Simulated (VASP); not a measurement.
# Bulk modulus of zinc-blende III-V compounds: measurement against SCAN

Computed values from VASP (plane waves, PAW); cells keep the symmetry of their structure type. Static lattice, from a third-order Birch-Murnaghan fit over five volumes at each level.

Here x stands for SCAN B0 and y for measured B0.

| solid | SCAN B0 (GPa) | measured B0 (GPa) | cut-off (eV) | basis of the measured value |
|---|---|---|---|---|
| InAs | 57.1 | ? | 520 | 0 K, zero-point corrected |
| InP | 69.6 | 72.0 | 520 | 0 K, zero-point corrected |
| GaAs | 72.7 | 76.7 | 520 | 0 K, zero-point corrected |
| GaP | 88.3 | 89.6 | 520 | 0 K, zero-point corrected |
| BP | 173.8 | 176.5 | 520 | 0 K, zero-point corrected |
| BN | 393.7 | 410.2 | 520 | 0 K, zero-point corrected |

Taking a straight line for y over the 5 complete rows: With u = x - 160, the rows have u = -90.40, -87.30, -71.70, 13.80, 233.70. Means: u -0.38000, y 165.00. About the means, the sum of products is 78984 and the sum of squares of u is 75740; the slope is their ratio. Least squares gives y = 165.40 + 1.04283·u. Residuals (row less fit): 0.87, 2.34, -1.03, -3.29, 1.09; standard error 2.54 (degrees of freedom: 3). The slope is 1.04 with a standard error of 0.0092. Before the fit, SCAN less measured has mean -5.38, mean absolute 5.38 and median absolute 2.70 GPa over these 5 rows.

Question: Estimate the missing y (x = 57.1); what was measured?

Answer: u = -102.90, so y = 165.40 + 1.04283 × (-102.90) = 58.09 GPa. The measured value is 58.6 GPa, 0.51 GPa above the prediction (0.1 % of the range of y in the table). The row lies outside the fitted rows, so this is an extrapolation. From the scatter of the fitted rows alone, a prediction at this place has a standard error of 2.94 GPa, so the miss is 0.2 times that.

Plain SCAN misses this row by -1.5 GPa. The rows are a random draw of 6 from the 6 solids that have both values on this basis (zero-point corrected by the source), of 9 computed in this series. Not drawn: V to Ni and open 4f shells, rows kept for tests, unfit runs, cells that left their space group, values derived or compiled from fits, values whose temperature is given only as extrapolated, encyclopaedia, home-page and unnamed sources, sources from 2025 on. Measured values as quoted by these papers, many of them computational: InAs Daniel Mejia-Rodriguez et al., Physical Review B (2018), arXiv:1807.09216; InP Daniel Mejia-Rodriguez et al., Physical Review B (2018), arXiv:1807.09216; GaAs Daniel Mejia-Rodriguez et al., Physical Review B (2018), arXiv:1807.09216; GaP Daniel Mejia-Rodriguez et al., Physical Review B (2018), arXiv:1807.09216; BP Tamar Goldzak et al., The Journal of Chemical Physics (2022), arXiv:2208.04865; BN Daniel Mejia-Rodriguez et al., Physical Review B (2018), arXiv:1807.09216.
